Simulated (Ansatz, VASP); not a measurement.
**BeAg2F4 in VASP and in Ansatz**

```
CELL_PARAMETERS angstrom
-1.73960 1.73960 6.38631
1.73960 -1.73960 6.38631
1.73960 1.73960 -6.38631
ATOMIC_POSITIONS crystal
Be 0.00000 0.00000 0.00000
Ag 0.64375 0.64375 0.00000
Ag 0.35625 0.35625 0.00000
F 0.00000 0.50000 0.50000
F 0.50000 0.00000 0.50000
F 0.25000 0.75000 0.50000
F 0.75000 0.25000 0.50000
```

Alike in both runs: task single point; functional PBE; k mesh 8 × 8 × 8; occupations gaussian, width 0.1 eV; no spin polarisation.

|  | VASP | Ansatz |
| --- | --- | --- |
| version | VASP 6.6.1 | Ansatz 0.2.0 |
| potentials or method | VASP PAW PBE potentials, release 64 (Be, Ag, F) | scalar-relativistic, plane waves, PAW |
| plane-wave cutoff (eV) | 520 | 420 |
| valence electrons in the cell | 52 | 68 |

|  | VASP | Ansatz | Ansatz less VASP |
| --- | --- | --- | --- |
| gap on the k mesh at the Fermi level (eV) | none | none | - |
| pressure (GPa) | 20.0 | 20.2 | +0.18 |
| largest component of the traceless stress (GPa) | 3.40 | 3.69 | +0.292 |
| rms of the force components (eV/Å) | 0.015 | 0.019 | +0.0039 |

Atom by atom the forces differ by 0.004 eV/Å (rms over components). A gap of «none» marks a metal or a gap that the smearing closes. The functional is the same, so the differences come from potentials, cutoffs and numerics. The two sets of potentials don't hold the same shells in valence.

Caveats: so large a pressure means that the cell lies far from this level's equilibrium, or that cutoff or potentials fall short (VASP).
